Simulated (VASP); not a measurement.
Calculation: PBEsol GGA, VASP's PBE PAW potentials (set 64) (plane waves; VASP 6.6.1).

VASP input:

File KPOINTS:
```
Automatic mesh
0
Gamma
9 9 3
0 0 0
```

**INCAR**
```
ALGO=Normal
EDIFF=1E-6
EDIFFG=-0.02
ENCUT=520
GGA=PS
IBRION=2
ISIF=3
ISMEAR=0
LASPH=.TRUE.
LCHARG=.FALSE.
LREAL=.FALSE.
LWAVE=.FALSE.
NELM=100
NSW=60
PREC=Accurate
SIGMA=0.05
SYSTEM=C
```

**POSCAR**
```
C
1
    1.2307166190    -2.1316632198    -0.0000000000
    1.2307166190     2.1316632198     0.0000000000
    0.0000000000     0.0000000000     7.1929605618
C
4
Direct
  0.0000000000   0.0000000000   0.2500000000
  0.0000000000   0.0000000000   0.7500000000
  0.3333330000   0.6666670000   0.2500000000
  0.6666670000   0.3333330000   0.7500000000
```

POTCAR, in this order: C (PBE.64 set). Program: vasp_std.

What VASP printed:

File OUTCAR:
```
 ion  position               nearest neighbor table
   1  0.000  0.000  0.250-   3 1.42   3 1.42   3 1.42
   2  0.000  0.000  0.750-   4 1.42   4 1.42   4 1.42
   3  0.333  0.667  0.250-   1 1.42   1 1.42   1 1.42
   4  0.667  0.333  0.750-   2 1.42   2 1.42   2 1.42
  LATTYP: Found a hexagonal cell.
 ALAT       =     2.4614328102
 C/A-ratio  =     2.9222656544
 Subroutine PRICEL returns:
 Original cell was already a primitive cell.
 Subroutine GETGRP returns: Found 24 space group operations
The static configuration has the point symmetry D_3d.
 The point group associated with its full space group is D_6h.
The dynamic configuration has the point symmetry D_3d.
 Subroutine INISYM returns: Found 24 space group operations
 Subroutine IBZKPT returns following result:
 Found     24 irreducible k-points:

 Following reciprocal coordinates:
            Coordinates               Weight
  0.000000  0.000000  0.000000      1.000000
  0.111111  0.000000  0.000000      6.000000
  0.222222  0.000000  0.000000      6.000000
  0.333333  0.000000  0.000000      6.000000
  0.444444  0.000000  0.000000      6.000000
  0.111111  0.111111  0.000000      6.000000
  0.222222  0.111111  0.000000     12.000000
  0.333333  0.111111  0.000000     12.000000
  0.444444  0.111111  0.000000      6.000000
  0.222222  0.222222  0.000000      6.000000
  0.333333  0.222222  0.000000     12.000000
  0.333333  0.333333  0.000000      2.000000
  0.000000  0.000000  0.333333      2.000000
  0.111111  0.000000  0.333333     12.000000
  0.222222  0.000000  0.333333     12.000000
  0.333333  0.000000  0.333333     12.000000
  0.444444  0.000000  0.333333     12.000000
  0.111111  0.111111  0.333333     12.000000
  0.222222  0.111111  0.333333     24.000000
  0.333333  0.111111  0.333333     24.000000
  0.444444  0.111111  0.333333     12.000000
  0.222222  0.222222  0.333333     12.000000
  0.333333  0.222222  0.333333     24.000000
  0.333333  0.333333  0.333333      4.000000
   k-points           NKPTS =     24   k-points in BZ     NKDIM =     24   number of bands    NBANDS=     12
   number of dos      NEDOS =    301   number of ions     NIONS =      4
   total plane-waves  NPLWV =  17496
   dimension x,y,z NGX =    18 NGY =   18 NGZ =   54
   dimension x,y,z NGXF=    36 NGYF=   36 NGZF=  108
   ions per type =               4
   PREC   = accura    normal or accurate (medium, high low for compatibility)
   ISTART =      0    job   : 0-new  1-cont  2-samecut
   ICHARG =      2    charge: 1-file 2-atom 10-const
   ISPIN  =      1    spin polarized calculation?
   LNONCOLLINEAR =      F non collinear calculations
   LSORBIT =      F    spin-orbit coupling
   INIWAV =      1    electr: 0-lowe 1-rand  2-diag
   ENCUT  =  520.0 eV  38.22 Ry    6.18 a.u.   4.58  4.58 13.37*2*pi/ulx,y,z
   NELM   =    100;   NELMIN=  2; NELMDL= -5     # of ELM steps
   EDIFF  = 0.1E-05   stopping-criterion for ELM
   LREAL  =      F    real-space projection
   NLSPLINE    = F    spline interpolate recip. space projectors
   LMAXMIX     =    2 max onsite mixed and CHGCAR
   VOSKOWN=      0    Vosko Wilk Nusair interpolation
   EDIFFG = -.2E-01   stopping-criterion for IOM
   NSW    =     60    number of steps for IOM
   NBLOCK =      1;   KBLOCK =     60    inner block; outer block
   IBRION =      2    ionic relax: 0-MD 1-quasi-New 2-CG
   NFREE  =      1    steps in history (QN), initial steepest desc. (CG)
   ISIF   =      3    stress and relaxation
   ISYM   =      2    0-nonsym 1-usesym 2-fastsym
   TEIN   =    0.0    initial temperature
   TEBEG  =    0.0;   TEEND  =   0.0 temperature during run
   SMASS  =  -3.00    Nose mass-parameter (am)
   PSTRESS=    0.0 pullay stress
...
```

**OSZICAR**
```
       N       E                     dE             d eps       ncg     rms          rms(c)
DAV:   1     0.544566140762E+02    0.54457E+02   -0.82255E+03   576   0.122E+03
DAV:   2    -0.367129323409E+02   -0.91170E+02   -0.82763E+02   888   0.230E+02
DAV:   3    -0.409160986012E+02   -0.42032E+01   -0.41628E+01   740   0.501E+01
DAV:   4    -0.409671661492E+02   -0.51068E-01   -0.51045E-01   704   0.649E+00
DAV:   5    -0.409682598471E+02   -0.10937E-02   -0.10928E-02   732   0.939E-01    0.904E+00
DAV:   6    -0.391426380175E+02    0.18256E+01   -0.17949E+00   652   0.923E+00    0.525E+00
DAV:   7    -0.385524397853E+02    0.59020E+00   -0.20040E+00   660   0.985E+00    0.131E+00
DAV:   8    -0.385591255047E+02   -0.66857E-02   -0.70046E-02   648   0.179E+00    0.116E-01
DAV:   9    -0.385590375841E+02    0.87921E-04   -0.13157E-03   724   0.300E-01    0.693E-02
DAV:  10    -0.385592867819E+02   -0.24920E-03   -0.33285E-04   700   0.140E-01    0.333E-02
DAV:  11    -0.385592926314E+02   -0.58496E-05   -0.94112E-06   732   0.254E-02    0.486E-03
DAV:  12    -0.385592943891E+02   -0.17576E-05   -0.17189E-06   692   0.105E-02    0.363E-03
DAV:  13    -0.385592944772E+02   -0.88117E-07   -0.22445E-07   500   0.380E-03
   1 F= -.38559294E+02 E0= -.38558606E+02  d E =-.385593E+02
```

OUTCAR:
```
------------------------ aborting loop because EDIFF is reached ----------------------------------------
  FORCE on cell =-STRESS in cart. coord.  units (eV):
  Direction    XX          YY          ZZ          XY          YZ          ZX
  --------------------------------------------------------------------------------------
  Total       -0.0172844     -0.0172844     -0.0438538      0.0000000      0.0000000      0.0000000
  in kB       -0.7337548     -0.7337545     -1.8616745      0.0000000      0.0000000      0.0000000
  external PRESSURE =      -1.1097279 kB  Pullay stress =       0.0000000 kB
  volume of cell :       37.74
      direct lattice vectors                 reciprocal lattice vectors
     1.230716619 -2.131663220  0.000000000     0.406267367 -0.234558628  0.000000000
     1.230716619  2.131663220  0.000000000     0.406267367  0.234558628  0.000000000
     0.000000000  0.000000000  7.192960562     0.000000000  0.000000000  0.139024813
 POSITION                                       TOTAL-FORCE (eV/Angst)
 -----------------------------------------------------------------------------------
      0.00000      0.00000      1.79824         0.000000     -0.000000      0.000000
      0.00000      0.00000      5.39472        -0.000000      0.000000      0.000000
      1.23072      0.71056      1.79824         0.000000     -0.000000      0.000000
      1.23072     -0.71056      5.39472         0.000000      0.000000     -0.000000
 -----------------------------------------------------------------------------------
    total drift:                               -0.000000     -0.000000      0.000000
  FREE ENERGIE OF THE ION-ELECTRON SYSTEM (eV)
  ---------------------------------------------------
  free  energy   TOTEN  =       -38.5592944772 eV

  energy  without entropy=      -38.5579176802  energy(sigma->0) =      -38.55860608

 reached required accuracy - stopping structural energy minimisation
```
(Selected blocks of OUTCAR.)

### OUTCAR
```
 val. band max:        4.0283426779   @ k =   0.3333   0.3333   0.0000

 cond. band min:       4.0398519158   @ k =   0.3333   0.3333   0.3333


 Fermi energy:         4.0360306157

 k-point     1 :       0.0000    0.0000    0.0000
  band No.  band energies     occupation
      1     -15.5606      2.00000
      2     -15.3840      2.00000
      3      -4.3008      2.00000
      4      -2.9061      2.00000
      5       1.0475      2.00000
      6       1.0475      2.00000
      7       1.0562      2.00000
      8       1.0563      2.00000
      9       7.6053      0.00000
     10      12.3620      0.00000
     11      12.3864      0.00000
     12      12.3896      0.00000

 k-point     2 :       0.1111    0.0000    0.0000
  band No.  band energies     occupation
      1     -15.2663      2.00000
      2     -15.0933      2.00000
      3      -3.9430      2.00000
      4      -2.5660      2.00000
      5      -0.0764      2.00000
      6      -0.0545      2.00000
      7       0.4641      2.00000
      8       0.4803      2.00000
      9       7.9723      0.00000
     10      12.4141      0.00000
     11      12.4838      0.00000
     12      13.5880      0.00000

 k-point     3 :       0.2222    0.0000    0.0000
  band No.  band energies     occupation
      1     -14.3891      2.00000
      2     -14.2263      2.00000
      3      -2.8847      2.00000
      4      -2.6447      2.00000
      5      -2.5981      2.00000
      6      -1.5663      2.00000
      7      -0.7051      2.00000
      8      -0.6822      2.00000
      9       9.0736      0.00000
     10      11.9055      0.00000
     11      12.1402      0.00000
     12      12.2986      0.00000

 k-point     4 :       0.3333    0.0000    0.0000
  band No.  band energies     occupation
      1     -12.9495      2.00000
      2     -12.8030      2.00000
      3      -5.5985      2.00000
      4      -5.5249      2.00000
      5      -1.7343      2.00000
      6      -1.7080      2.00000
...
```

Without a dispersion term in the relaxation, distances and binding between the weakly bound layers, chains or molecules are unreliable, and so is what depends on them.

The compound is C in the graphite structure. It was relaxed first, which changed the volume by +7 %. The k-mesh is coarse (spacing up to 0.33 per Å, 2π included), so the numbers may not be converged in it. The start is the result of an earlier pass.
